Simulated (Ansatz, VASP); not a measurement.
**CsSi2: VASP beside Ansatz**

File INCAR:

```
SYSTEM = CsSi2
PREC     = Accurate       ! precision mode
ENCUT    = 600            ! plane-wave cutoff, eV
EDIFF    = 1E-6           ! SCF threshold, eV
ISMEAR   = -1             ! smearing method
SIGMA    = 0.05           ! smearing width, eV
LREAL    = .FALSE.        ! projectors in reciprocal space
LASPH    = .TRUE.         ! aspherical terms in the spheres
NELM     = 100            ! most SCF steps
ALGO     = Fast           ! electronic algorithm
ISIF     = 3              ! what is computed and relaxed
LWAVE    = .FALSE.        ! write WAVECAR
LCHARG   = .FALSE.        ! write CHGCAR
IBRION   = 2              ! ionic algorithm
NSW      = 40             ! ionic steps
EDIFFG   = -0.005         ! ionic threshold
```

KPOINTS

```
regular mesh
0
G
  5 5 6
  0 0 0
```

Contents of POSCAR:

```
CsSi2
1.0
    6.3715700000      0.0000000000      0.0000000000
   -3.1857800000      5.5179400000      0.0000000000
    0.0000000000      0.0000000000      4.4786600000
Cs Si
1 2
Direct
    0.0000000000      0.0000000000      0.0000000000
    0.6666700000      0.3333300000      0.2503900000
    0.6666700000      0.3333300000      0.7496100000
```

The input input.yaml:

```yaml
crystal:
  lattice:
    - [6.37157, 0.0, 0.0]
    - [-3.18578, 5.51794, 0.0]
    - [0.0, 0.0, 4.47866]
  atoms:
    - { symbol: Cs, position: [0.0, 0.0, 0.0] }
    - { symbol: Si, position: [0.66667, 0.33333, 0.25039] }
    - { symbol: Si, position: [0.66667, 0.33333, 0.74961] }
hamiltonian:
  xc: lda
  pseudopotentials: { kind: paw }
kpoints:
  mp_grid: { grid: [5, 5, 6] }
scf:
  occupations: { method: fermi_dirac, width: 0.05 }
output:
  forces: true
  stress: true
  eigenvalues: true
  write_density: true
  write_potential: true
  elf: true
  volumetric_format: npy
relax:
  f_tol: 0.01
  max_steps: 40
  cell: { stress_tol: 0.05 }
```

The cell was built by a generator and needn't be a form met in nature.

Alike in both runs: task relaxation of cell and atoms; functional LDA; k mesh 5 × 5 × 6; occupations fermi-dirac, width 0.05 eV; no spin polarisation.

```csv
,VASP,Ansatz
version,VASP 6.6.1,Ansatz 0.2.0
potentials or method,"VASP PAW LDA potentials, release 64 (Cs_sv, Si)",Ansatz PAW
plane-wave cutoff (eV),600,420
valence electrons in the cell,17,17
```

```tsv
	VASP	Ansatz	Ansatz less VASP
gap on the k mesh at the Fermi level, each at its own relaxed structure (eV)	none	none	-
relaxed volume (Å³/atom)	46.64	46.67	+0.036
relaxed cell length with the largest relative difference (Å)	6.122	6.124	+0.0024
energy change over the relaxation (meV/atom)	-37	-37	0.0
```

A gap of «none» marks a metal or a gap that the smearing closes.

Caveats: the plane-wave basis is chosen anew once the cell has moved, so the energies of steps on either side of that aren't comparable (Ansatz); the PAW data sets come from PBE, with cores solved anew for the run's functional, which leaves a small shift of forces and pressure (Ansatz). The runs have no spin-orbit coupling, so splittings on Cs are missing.
